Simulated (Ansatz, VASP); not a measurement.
# SbAs: VASP beside Ansatz, part 2 of 2

Aim: how closely do two programs agree when they are given the same cell, functional and k mesh? The cell is generated by rule, not measured, and may not be a known phase. The cell is taken from a series of runs on this material, whose earlier steps may have relaxed, scaled, displaced or heated it; both programs get it as it stands.

VASP 6.6.1 and Ansatz 0.2.0.

So far: Set-up; VASP: zone-centre phonons, PBEsol.

### 3. Ansatz: zone-centre phonons, PBEsol

Level of this step: Ansatz beside VASP: Kohn-Sham DFT, plane waves, PBEsol (Ansatz).

Ansatz runs on its default PAW (the set named soft_2) files.

The same cell, functional, mesh and smearing now go to Ansatz, which takes its cutoff from its data sets.

Contents of input.yaml:

```yaml
crystal:
  lattice:
    - [2.0291203246, 1.1715131656, 3.5069800204]
    - [-2.0291203246, 1.1715131656, 3.5069800204]
    - [0.0, -2.3430263313, 3.5069800204]
  atoms:
    - { symbol: Sb, position: [0.9863724574, 0.9863724574, 0.9863724574] }
    - { symbol: As, position: [0.5190232135, 0.5190232135, 0.5190232135] }
kpoints:
  mp_grid: { grid: [12, 12, 12] }
hamiltonian:
  xc: pbesol
scf:
  occupations: { method: methfessel_paxton, width: 0.2 }
output:
  eigenvalues: true
phonons:
  method: dfpt
```

Run with:

```console
> ansatz run input.yaml --threads 4 --pin off --max-ram 7168MiB --backend cpu --events-out ev --progress --plain --runs-dir out
```

Numbers of over 12 decimals in the logs are rounded to 6 here.

What it wrote:

```text
Engine: ansatz 0.2.0, aarch64-unknown-linux-gnu
Pseudopotentials: kind: paw
Pseudopotential: Sb, paw, valence charge 15, recommended cutoff 420 eV (normal), Sb.paw.azcp
Pseudopotential: As, paw, valence charge 15, recommended cutoff 420 eV (normal), As.paw.azcp
Functional definition: PBEsol
  exchange = pbesol_x
  correlation = pbesol_c
Crystal: 2 atoms, lattice volume = 50.020 Å³
Basis set: ecut = 420 eV, 965 PW (Γ), exchange–correlation on 60×60×60 points (8 copies of the dense FFT grid, shifted against one another)
Bands: 19, of which v1, the nominal top of the filled ones, is band 15 counted from 1 (14 counted from 0)
Symmetry: 6 space group operations
k-points: 476 of 1728 (irreducible under 2 space group operations, time reversal used)
Non-local potential: Sb, projectors of the file, l = 0: 2, l = 1: 2, l = 2: 2, l = 3: 2
Non-local potential: As, projectors of the file, l = 0: 2, l = 1: 2, l = 2: 3, l = 3: 1
PAW form: soft (Blöchl's): semilocal exchange-correlation on the pseudo side does not see the compensation charge
PAW frozen core: Sb, regenerated for the run's functional, and the local potential with it (the file was generated under x = pbe(κ = 0.804, μ = 0.219515), c = pbe(β = 0.066725))
PAW frozen core: As, regenerated for the run's functional, and the local potential with it (the file was generated under x = pbe(κ = 0.804, μ = 0.219515), c = pbe(β = 0.066725))
PAW one-centre angular grid: Sb, 590 points (default); XC on 64 Gauss nodes
PAW one-centre angular grid: As, 590 points (default); XC on 64 Gauss nodes
Initial density: superposition of atomic densities (neutral atoms: chi_scale 0, normalization atom), corrected by the library's trained network
Initial wavefunctions: pseudopotential atomic-orbital guess
Functional: x = pbesol(κ = 0.804, μ = 0.123457), c = pbesol(β = 0.046)
SCF iter   1: F=—  HF=-11221.132307 eV  |F-HF|=—  |Δ(HF+E_count)|=         —  Δρ=3.33e-3  dr2=9.11e-3  ethr=1.77e-3  ⟨swp⟩=5.2  Hψ=42985  notcnv=0
preconditioner: auto → none  [insulator: Δε(μ)=0.193 eV  Ē_g=9.434 eV  σ=0.200 eV  W_gap=0.71  n_scr=14 (ndim 8)  ℏωp=16.6 eV  f_vac=0.002  D(μ)=0.13/eV (n_scr^D=0)  ε∞_Penn≈4.1]
SCF iter   2: F=—  HF=-11221.128883 eV  |F-HF|=—  |Δ(HF+E_count)|=   3.42e-3  S|Δr|=    0.00e0  Δρ=1.63e-3  dr2=1.88e-3  ethr=3.04e-5  ⟨swp⟩=2.5  Hψ=18872  notcnv=0
SCF iter   3: F=—  HF=-11221.128502 eV  |F-HF|=—  |Δ(HF+E_count)|=   3.81e-4  S|Δr|=    0.00e0  Δρ=5.27e-4  dr2=2.42e-4  ethr=6.25e-6  ⟨swp⟩=2.6  Hψ=13748  notcnv=0
SCF iter   4: F=—  HF=-11221.128445 eV  |F-HF|=—  |Δ(HF+E_count)|=   5.75e-5  S|Δr|=    0.00e0  Δρ=1.37e-4  dr2=9.08e-6  ethr=8.06e-7  ⟨swp⟩=2.9  Hψ=13732  notcnv=0
SCF iter   5: F=—  HF=-11221.128448 eV  |F-HF|=—  |Δ(HF+E_count)|=   2.70e-6  S|Δr|=    0.00e0  Δρ=3.55e-5  dr2=2.81e-7  ethr=3.03e-8  ⟨swp⟩=2.0  Hψ=13818  notcnv=0
SCF iter   6: F=—  HF=-11221.128447 eV  |F-HF|=—  |Δ(HF+E_count)|=   2.21e-7  S|Δr|=    0.00e0  Δρ=1.47e-5  dr2=3.58e-8  ethr=9.38e-10  ⟨swp⟩=2.0  Hψ=13855  notcnv=0
SCF iter   7: F=—  HF=-11221.128448 eV  |F-HF|=—  |Δ(HF+E_count)|=   9.74e-8  S|Δr|=    0.00e0  Δρ=1.99e-6  dr2=8.21e-10  ethr=1.19e-10  ⟨swp⟩=2.0  Hψ=11433  notcnv=0
SCF iter   8: F=—  HF=-11221.128448 eV  |F-HF|=—  |Δ(HF+E_count)|=   1.38e-9  S|Δr|=    0.00e0  Δρ=1.96e-7  dr2=1.55e-11  ethr=2.74e-12  ⟨swp⟩=2.0  Hψ=13829  notcnv=0
SCF iter   9: F=-11221.128448 eV  HF=-11221.128448 eV  |F-HF|=1.82e-12  |Δ(HF+E_count)|=    0.00e0  S|Δr|=    0.00e0  Δρ=5.43e-8  dr2=9.40e-13  ethr=1.00e-12  ⟨swp⟩=5.6  Hψ=35271  notcnv=0
SCF 1 converged in 9 iterations: F = -11221.128448 eV  dr2 = 9.40e-13
  greatest PAW one-centre occupation: 0.999 electrons in one spin orbital (limit 2), on the As atom at site 1 (counted from 0), in its partial waves of l = 2
DFPT response loops at Γ: preconditioner auto → Kerker (q_TF=auto, 2.505 Å⁻¹) (partly filled bands, converged f_vac=0.000); β = 1.00, the filter's whole step (`scf.mixing.beta` (0.50) is not read by the response loops under this deck's `scf.mixing.preconditioner`; to damp them name `kerker` or `kerker_dos`, under which they read `scf.mixing.beta`, and type it under 1.00, their step now; both keys bind the ground state too); Broyden in place of MSR1
SCF converged after 9 iterations
Stability not checked: this state was not tested for a lower state beside it, because cold or Methfessel-Paxton smearing, or corrected tetrahedra, fill the levels in a way that the test cannot read (fill_not_monotonic; see scf.lower_state_search)
Free energy (F): -11221.128448 eV
Harris-Foulkes:  -11221.128448 eV  (|F-HF|=1.82e-12)
Internal energy: -11221.129758 eV  (E = F + TS)
E sigma→0 (E₀):  -11221.128775 eV
Entropy (-TS):   0.001310 eV (0.655 meV/atom)
Fermi energy:    10.614650 eV
--- Per-component energies (eV) ---
  E_band       = -392.797279
  E_kinetic    = 310.272962
  E_local      = -3226.535051  (includes V_loc(G=0)·N_el)
  E_nonlocal   = -304.493435
  E_hartree    = 1632.863613
  E_xc         = -216.473545
  E_vxc        = -176.195745  (∫ρ·V_xc dr)
  E_paw        = -6291.818134  (= ΣΔE_a)
  E_vpaw       = -261.573290  (= ΣTr[D̂ρ^β])
  E_aug_tail   = 0.000006  (compensation charges beyond the density's cutoff)
  E_ewald      = -3126.244459
  E_core_change = 1.298286  (= ΣΔE_core)
  E_smearing   = 0.001310  (= −TS)
  E_closure    = 0.000000  (closes the sum)
  Σ components = -11221.128448   (vs F -11221.128448, Δ=0.00e0)
--- Band table (eV; the first three rows and the last of 476) ---
  k-point 0: bands = [... 11 lower, 5.4892, 8.5167, 8.7150, 8.7150, 13.0929, 13.8052, 13.8052, 16.3368]
  k-point 1: bands = [... 11 lower, 5.1140, 8.5402, 8.6946, 8.8656, 13.0392, 13.5592, 13.5878, 15.9488]
  k-point 2: bands = [... 11 lower, 4.2299, 8.5369, 8.6469, 9.1995, 12.7184, 12.9830, 13.0274, 15.7169]
  k-point 475: bands = [... 11 lower, 0.9987, 9.1656, 9.1656, 10.0067, 10.9107, 10.9107, 11.9161, 18.3953]
--- Phonons (Γ-DFPT): 4 representative perturbations + reference, on 476 of 1728 k-points (Σ response iterations 12) ---
  k mesh reduced under 2 symmetry operations, with k and −k counted as one. Each operation leaves every solved perturbation unchanged. A smaller set is not used because it would not reduce the number of displacements times k-points to solve
  ASR residual: 3.506e-5 → 0.000e0 eV/Å²; symmetrization residual: 2.671e-5 eV/Å²
  ASR residual per site (eV/Å²): 3.51e-5 2.90e-5
  Γ frequencies (cm⁻¹): 0.00 0.00 0.00 122.03 122.03 174.32
  non-analytic LO–TO correction: not included (Born effective charges unavailable; polar crystals: no LO–TO splitting at Γ)
```

### 4. Differences

Known differences besides the potentials themselves: the data sets hold 30 valence electrons in Ansatz (on its default PAW (the set named soft_2) files) and 10 in VASP; the cutoff is 420 eV in Ansatz and 500 eV in VASP; Ansatz makes its cores anew for this functional, VASP keeps those of its PBE data sets. Total energies have different zeros and are not compared.

Compared:

```
                  quantity  Ansatz   VASP  difference
optical mode 1 to 2 (cm⁻¹)   122.0  125.5     -2.73 %
     optical mode 3 (cm⁻¹)   174.3  177.0     -1.53 %
```

Modes are paired by rising frequency, not by their patterns, so a pair may set unlike modes beside each other; they are those without the splitting of longitudinal modes.

### 5. What came out

| Property | Result |
| --- | --- |
| r.m.s. difference of the optical zone-centre modes, each program's sorted by frequency (zone-centre phonons, PBEsol) | 3.2 cm⁻¹ |
| difference in optical mode 1 to 2 (zone-centre phonons, PBEsol) | -2.7 % |

The r.m.s. difference of the optical zone-centre modes, each program's sorted by frequency is 3.2 cm⁻¹ (zone-centre phonons, PBEsol). The data sets hold unlike numbers of valence electrons (30 in Ansatz and 10 in VASP), so part of the differences comes from the potentials. Among the rows given in per cent, the largest difference of the zone-centre phonons, PBEsol pair is in optical mode 1 to 2, -2.7 %. Such differences can come from data sets, numerical settings and the points named under the comparisons, not from the functional's error against experiment.

[Lines on the potential files, build, host, timing and source positions are cut from VASP's logs without a mark.]

[Logs are printed without paths, hosts, clocks, repeated set-up lines and the standing remarks that a program may print on its own settings, such as how far it seeks lower states.]

[Hosts, paths, dates, database ids (printed as entryN), source tags and the programs' standing remarks are cut or masked in the printed files.]
